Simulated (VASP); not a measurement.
Method: AM05 GGA, VASP's PBE PAW potentials (set 64) (plane waves; VASP).

Input for VASP

### KPOINTS
```
kpoints
0
gamma
12 12 7
```

INCAR:
```
! general
SYSTEM =Zr
PREC   =Accurate
ENCUT  =520
LREAL  =.FALSE.
LASPH  =.TRUE.

! electronic loop
EDIFF  =1E-6
NELM   =100
ALGO   =Normal
LMAXMIX=4

! smearing
ISMEAR =1
SIGMA  =0.1

! functional
GGA    =AM

! ions
IBRION =2
NSW    =60
ISIF   =3
EDIFFG =-0.01

! output
LWAVE  =.FALSE.
LCHARG =.FALSE.
```

**POSCAR**
```
Zr
1
    1.6150000000    -2.7972620000     0.0000000000
    1.6150000000     2.7972620000     0.0000000000
    0.0000000000     0.0000000000     5.1500000000
Zr
2
Direct
  0.3333330000   0.6666670000   0.2500000000
  0.6666670000   0.3333330000   0.7500000000
```

POTCAR, in this order: Zr_sv (PBE.64 set). Program: vasp_std.

**Question.** What will the output report for the number of irreducible k-points (NKPTS), largest plane-wave count, number of space-group operations, FFT grid (NGX, NGY, NGZ)?

**Answer.** 
| Quantity | Result |
|---|---|
| number of irreducible k-points (NKPTS) | 76 |
| largest plane-wave count | 1278 |
| number of space-group operations | 24 |
| FFT grid (NGX, NGY, NGZ) | 24 × 24 × 40 |

The compound is Zr in the hcp structure. This run relaxes it. Symmetry was kept, so distortions that lower it aren't found.
